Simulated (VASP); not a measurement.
Given:

```xyz
3
Lattice="0.0000 3.2495 3.2495 3.2495 0.0000 3.2495 3.2495 3.2495 0.0000" Properties=species:S:1:pos:R:3 pbc="T T T"
Na     1.6247     1.6247     1.6247
Na     4.8742     4.8742     4.8742
S      0.0000     0.0000     0.0000
```

Calculation: PBEsol GGA, VASP's PBE PAW potentials (set 64) (plane waves; VASP). Run with 500 eV cut-off, 6×6×6 Γ-centred mesh, Gaussian smearing of 0.050 eV, potentials Na_pv S.

Energy and stress use the plane-wave basis of the starting cell.

Question: The ions, cell shape and volume at an external pressure of 5.0 GPa are relaxed. Predict the relaxed structure.

Answer: 
```xyz
3
Lattice="0.0000 3.1192 3.1192 3.1192 0.0000 3.1192 3.1192 3.1192 0.0000" Properties=species:S:1:pos:R:3 pbc="T T T"
Na     1.5596     1.5596     1.5596
Na     4.6788     4.6788     4.6788
S      0.0000     0.0000     0.0000
```
Space group Fm-3m (225), at a tolerance of 0.03 Å.

Question: How do energy and volume change from the first to the last step?

Answer: The energy (σ→0) changes by +37.1 meV/atom and the volume by -11.6 %, in 3 ionic steps.

The compound is Na2S in the antifluorite structure. This run relaxes it under an external pressure of 5 GPa. Symmetry was kept, so distortions that lower it aren't found.
